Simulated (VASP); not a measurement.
Wanted: the native input for a VASP 6.6.1 run.

| Item | Value |
| --- | --- |
| Task | relaxation of cell and atoms |
| Functional | BLYP |
| Potentials or basis | VASP PAW PBE potentials, release 64 (Cd, Si, O) |
| Cutoff | 600 eV |
| k mesh | 5 × 5 × 5 |
| Occupations | fermi-dirac, width 0.05 eV |
| Spin | no spin polarisation |
| Further INCAR settings | ALGO = Normal; EDIFF = 1e-06; IBRION = 2; EDIFFG = -0.01; NSW = 40; ISIF = 3 |

The structure of CdSi4O lies in POSCAR:

```
CdSi4O
1.0
    0.0000000000      3.6017500000      3.6017500000
    3.6017500000      0.0000000000      3.6017500000
    3.6017500000      3.6017500000      0.0000000000
Cd Si O
1 4 1
Direct
    0.5000000000      0.5000000000      0.5000000000
    0.8767200000      0.8767200000      0.3698400000
    0.8767200000      0.3698400000      0.8767200000
    0.8767200000      0.8767200000      0.8767200000
    0.3698400000      0.8767200000      0.8767200000
    0.2500000000      0.2500000000      0.2500000000
```

The cell was built by a generator and needn't be a form met in nature.

One way to write it, as run:

INCAR

```
AGGAC = 1.0
AGGAX = 1.0
ALDAC = 0.0
ALDAX = 1.0
ALGO = Normal
EDIFF = 1E-6
EDIFFG = -0.01
ENCUT = 600
GGA = B5
IBRION = 2
ISIF = 3
ISMEAR = -1
LASPH = True
LCHARG = False
LREAL = False
LWAVE = False
NELM = 80
NSW = 40
PREC = Accurate
SIGMA = 0.05
```

KPOINTS

```
k-points
0
Gamma
  5 5 5
```

Potentials or basis: VASP PAW PBE potentials, release 64 (Cd, Si, O).

Launch:

```bash
$ cat potpaw_PBE.64/Cd/POTCAR potpaw_PBE.64/Si/POTCAR potpaw_PBE.64/O/POTCAR > POTCAR
$ mpirun -np 1 vasp_std > vasp.out
```

Results of the run:

```json
{
 "Relaxed volume": "16.99 Å³/atom",
 "Relaxed cell": "a = 5.243 Å, b = 5.243 Å, c = 5.243 Å, α = 60.00°, β = 60.00°, γ = 60.00°",
 "Space group after relaxing (to 0.05 Å)": "F-43m (No. 216)",
 "Energy gained by relaxing": "26.8 meV/atom",
 "Ionic steps": "3",
 "Pressure after relaxing": "0.0 GPa",
 "Largest force after relaxing": "0.010 eV/Å",
 "Band gap on the k mesh": "none (metal or under the smearing width)"
}
```

Caveat: the PAW data sets were made with another functional, which shifts forces and pressure a little.

It took 3.7 min on 1 thread of AMD EPYC 7R43 64-Core Processor (Zen 3) (shared host), peak memory 0.24 GiB.
